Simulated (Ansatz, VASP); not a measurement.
**Ga4As3N: VASP beside Ansatz**

```
CELL_PARAMETERS angstrom
5.38428 0.00000 0.00000
0.00000 5.38428 0.00000
0.00000 0.00000 5.38428
ATOMIC_POSITIONS crystal
Ga 0.50000 0.50000 0.50000
Ga 0.00000 0.50000 0.00000
Ga 0.50000 0.00000 0.00000
Ga 0.00000 0.00000 0.50000
As 0.50000 0.00000 0.50000
As 0.00000 0.50000 0.50000
As 0.50000 0.50000 0.00000
N 0.00000 0.00000 0.00000
```

Alike in both runs: task relaxation of cell and atoms; functional PBE; k mesh 4 × 4 × 4; occupations gaussian, width 0.1 eV; no spin polarisation.

|  | VASP | Ansatz |
| --- | --- | --- |
| version | VASP 6.6.1 | Ansatz 0.2.0 |
| potentials or method | VASP PAW PBE potentials, release 64 (Ga_d, As, N) | scalar-relativistic, plane waves, PAW |
| plane-wave cutoff (eV) | 600 | 420 |
| valence electrons in the cell | 72 | 102 |

VASP gave:

| Quantity | Value |
| --- | --- |
| gap on the k mesh at the Fermi level, each at its own relaxed structure (eV) | none |
| relaxed volume (Å³/atom) | 17.47 |
| relaxed cell length with the largest relative difference (Å) | 5.189 |
| energy change over the relaxation (meV/atom) | -45 |

**Question.** What did Ansatz give for the same quantities?

**Answer.** gap on the k mesh at the Fermi level, each at its own relaxed structure (eV): none; relaxed volume (Å³/atom): 17.44; relaxed cell length with the largest relative difference (Å): 5.187; energy change over the relaxation (meV/atom): -47.

A gap of «none» marks a metal or a gap that the smearing closes. The two sets of potentials don't hold the same shells in valence.
